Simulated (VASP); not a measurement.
```
CaF2
1.0
    0.00000     2.75807     2.75807
    2.75807     0.00000     2.75807
    2.75807     2.75807     0.00000
Ca F
1 2
Direct
  0.00000   0.00000   0.00000
  0.25000   0.25000   0.25000
  0.75000   0.75000   0.75000
```

The numbers are results of PBE GGA, VASP's PBE PAW potentials (set 64) (plane waves; VASP), not measurements. Run with 520 eV cut-off, Gaussian smearing of 0.050 eV, potentials Ca_sv F.

### Question
Give the energies of bands 7 to 15 at the high-symmetry points, in eV from the valence-band maximum.

### Answer

```json
[
 {"band": "7", "Γ": "-2.02", "X": "-2.61", "U": "-2.35", "L": "-1.44", "W": "-2.18"},
 {"band": "8", "Γ": "-2.02", "X": "-1.60", "U": "-1.68", "L": "-1.44", "W": "-2.06"},
 {"band": "9", "Γ": "-2.02", "X": "-1.60", "U": "-1.46", "L": "-1.25", "W": "-1.01"},
 {"band": "10", "Γ": "-0.25", "X": "-0.35", "U": "-0.61", "L": "-1.20", "W": "-1.01"},
 {"band": "11", "Γ": "-0.25", "X": "-0.35", "U": "-0.43", "L": "-0.81", "W": "-0.27"},
 {"band": "12", "Γ": "-0.25", "X": "0.00", "U": "-0.09", "L": "-0.81", "W": "-0.09"},
 {"band": "13", "Γ": "7.10", "X": "8.03", "U": "8.28", "L": "9.25", "W": "8.34"},
 {"band": "14", "Γ": "9.05", "X": "9.35", "U": "9.53", "L": "9.25", "W": "9.60"},
 {"band": "15", "Γ": "9.05", "X": "9.92", "U": "9.66", "L": "9.55", "W": "9.75"}
]
```

The gap is indirect, 7.10 eV, from the valence maximum at X to the conduction minimum at Γ.

Measured: gap 11.80 eV (computed value off by -4.70 eV), as given by E. Cadelano et al., The European Physical Journal B (2011), arXiv:1107.5962.

The compound is CaF2 in the fluorite structure. It was relaxed first.
